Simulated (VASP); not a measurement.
AlN:

```
CELL_PARAMETERS angstrom
3.11300 0.00000 0.00000
-1.55650 2.69594 0.00000
0.00000 0.00000 4.98100
ATOMIC_POSITIONS crystal
Al 0.33333 0.66667 0.00000
Al 0.66667 0.33333 0.50000
N 0.33333 0.66667 0.38000
N 0.66667 0.33333 0.88000
```

| Property | Result |
| --- | --- |
| Program | VASP 6.6.1 |
| Task | relaxation of cell and atoms |
| Functional | LDA |
| Potentials or basis | VASP PAW LDA potentials, release 64 (Al, N) |
| Cutoff | 520 eV |
| k mesh | 12 × 12 × 6 |
| Occupations | gaussian, width 0.02 eV |
| Spin | no spin polarisation |

At the start: pressure -4.1 GPa; volume 10.45 Å³/atom.

Problem. Where does the relaxation end?

Solution. Over 8 steps the energy falls by 3.0 meV/atom and the volume is 10.24 Å³/atom (-2.0 %); space group P6_3mc (No. 186, to 0.05 Å).

The path:
| step | energy change (eV) | largest force (eV/Å) | pressure (GPa) | volume (Å³) |
| --- | --- | --- | --- | --- |
| 1 | 0.0000 | 0.1193 | -4.09 | 41.80 |
| 2 | -0.0010 | 0.0856 | 4.16 | 40.21 |
| 3 | -0.0119 | 0.0192 | -0.02 | 40.98 |
| 4 | -0.0119 | 0.0172 | 0.07 | 40.96 |
| 5 | -0.0120 | 0.0113 | 0.09 | 40.95 |
| 6 | -0.0121 | 0.0057 | 0.10 | 40.95 |
| 7 | -0.0121 | 0.0071 | -0.11 | 40.99 |
| 8 | -0.0121 | 0.0003 | 0.00 | 40.97 |

Final structure:
```xyz
4
Lattice="3.0918 0.0000 0.0000 -1.5459 2.6776 0.0000 0.0000 0.0000 4.9484" Properties=species:S:1:pos:R:3 pbc="T T T"
Al    0.0000    1.7851    4.9436
Al    1.5459    0.8925    2.4694
N     0.0000    1.7851    1.8853
N     1.5459    0.8925    4.3595
```
